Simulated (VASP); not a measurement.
Method: PBE GGA, VASP's PBE PAW potentials (set 64) (plane waves; VASP 6.6.1).

A VASP calculation is set up with these files.

**KPOINTS**
```
K-points
0
gamma
 7 7 7
0 0 0
```

### POSCAR
```
TePb
1
    0.0000000000     3.2805618771     3.2805618771
    3.2805618771     0.0000000000     3.2805618771
    3.2805618771     3.2805618771     0.0000000000
Te Pb
1 1
Direct
  0.0000000000   0.0000000000   0.0000000000
  0.5000000000   0.5000000000   0.5000000000
```

INCAR:
```
! general
SYSTEM   =  TePb
PREC     =  Normal
ENCUT    =  400
LREAL    =  .FALSE.
LASPH    =  .TRUE.

! electronic loop
EDIFF    =  1E-5
NELM     =  100
NELMIN   =  4
ALGO     =  Fast
LMAXMIX  =  4

! smearing
ISMEAR   =  0
SIGMA    =  0.05

! functional
GGA      =  PE

! ions
IBRION   =  2
NSW      =  20
ISIF     =  2
EDIFFG   =  -0.03

! output
LWAVE    =  .FALSE.
LCHARG   =  .FALSE.
```

POTCAR, in this order: Te Pb (PBE.64 set). Program: vasp_std.

### Question
Estimate the energy per atom (σ→0).

### Answer

```json
{
  "energy per atom (σ→0)": "-3.770 eV/atom"
}
```

OSZICAR:
```
...
RMM:   6    -0.754303230927E+01    0.13729E+00   -0.15360E-01   360   0.189E+00    0.431E+00
RMM:   7    -0.754056245814E+01    0.24699E-02   -0.89404E-02   360   0.149E+00    0.153E+00
RMM:   8    -0.753964209494E+01    0.92036E-03   -0.12246E-02   360   0.693E-01    0.261E-01
RMM:   9    -0.753912803100E+01    0.51406E-03   -0.16827E-03   360   0.255E-01    0.181E-01
RMM:  10    -0.753911278052E+01    0.15250E-04   -0.17110E-04   364   0.109E-01    0.634E-02
RMM:  11    -0.753908810524E+01    0.24675E-04   -0.49742E-05   352   0.551E-02    0.201E-02
RMM:  12    -0.753908759935E+01    0.50589E-06   -0.84954E-06   232   0.256E-02
   1 F= -.75390876E+01 E0= -.75390876E+01  d E =-.753909E+01
```

The structure comes from a computed database's TePb entry (Fm-3m); how it stands against other phases isn't given here. It was relaxed first.
